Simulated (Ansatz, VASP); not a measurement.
One calculation of AlGa3P4, two programs

```xyz
8
Lattice="5.5072 0.0000 0.0000 0.0000 5.5072 0.0000 0.0000 0.0000 5.5072" Properties=species:S:1:pos:R:3 pbc="T T T"
Al    2.7536    2.7536    2.7536
Ga    0.0000    0.0000    2.7536
Ga    0.0000    2.7536    0.0000
Ga    2.7536    0.0000    0.0000
P     4.1276    4.1276    4.1276
P     4.1276    1.3796    1.3796
P     1.3796    4.1276    1.3796
P     1.3796    1.3796    4.1276
```

Alike in both runs: functional PBE; k mesh 6 × 6 × 6; occupations gaussian, width 0.02 eV; no spin polarisation.

Ansatz relaxed the structure, and its values are those at the end. VASP's run is a single point on that final structure, the one shown.

```csv
,VASP,Ansatz
version,VASP 6.6.1,Ansatz 0.2.0
potentials or method,"VASP PAW PBE potentials, release 64 (Al, Ga_d, P)","scalar-relativistic, plane waves, PAW"
plane-wave cutoff (eV),520,420
valence electrons in the cell,62,62
```

VASP gave:

| Item | Value |
| --- | --- |
| gap on the k mesh at the Fermi level (eV) | 1.64 |
| least direct gap on the mesh (eV) | 1.72 |
| pressure (GPa) | -0.1 |

Question: What did Ansatz give for the same quantities?

Answer: gap on the k mesh at the Fermi level (eV): 1.64; least direct gap on the mesh (eV): 1.73; pressure (GPa): 0.0.

A k mesh can miss the band edges. PBE gaps usually lie below the measured ones, often by a third to a half.
